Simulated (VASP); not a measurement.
```xyz
5
Lattice="-2.0218 2.0218 4.8388 2.0218 -2.0218 4.8388 2.0218 2.0218 -4.8388" Properties=species:S:1:pos:R:3 pbc="T T T"
La     0.0000     0.0000     0.0320
Ni     0.0000     2.0218     2.3640
Ni     2.0218     0.0000     2.3640
Ge     0.0000     0.0000     3.5928
P      2.0218     2.0218     1.3247
```

Method: PBEsol GGA, VASP's PBE PAW potentials (set 64) (plane waves; VASP). Settings: 400 eV cut-off, 12×12×12 Γ-centred mesh, tetrahedra with Blöchl corrections, potentials La Ni Ge_d P.

The cores are frozen, which limits the accuracy of field gradients.

Q: Give the principal components of the electric field gradient (V/Å²) and the asymmetry η at each nucleus.

A: 
| atom | Vxx | Vyy | Vzz | η |
|---|---|---|---|---|
| La1 | 6.3 | 6.3 | -12.5 | 0.00 |
| Ni2 | -10.3 | -2.7 | 13.0 | 0.58 |
| Ni3 | -10.3 | -2.7 | 13.0 | 0.58 |
| Ge4 | -47.5 | -47.5 | 95.1 | 0.00 |
| P5 | -26.6 | -26.6 | 53.2 | 0.00 |

The structure comes from a computed database's LaNi2GeP entry (I4mm); how it stands against other phases isn't given here. It was relaxed first. The run is not spin-polarised, so no magnetic state was tried.
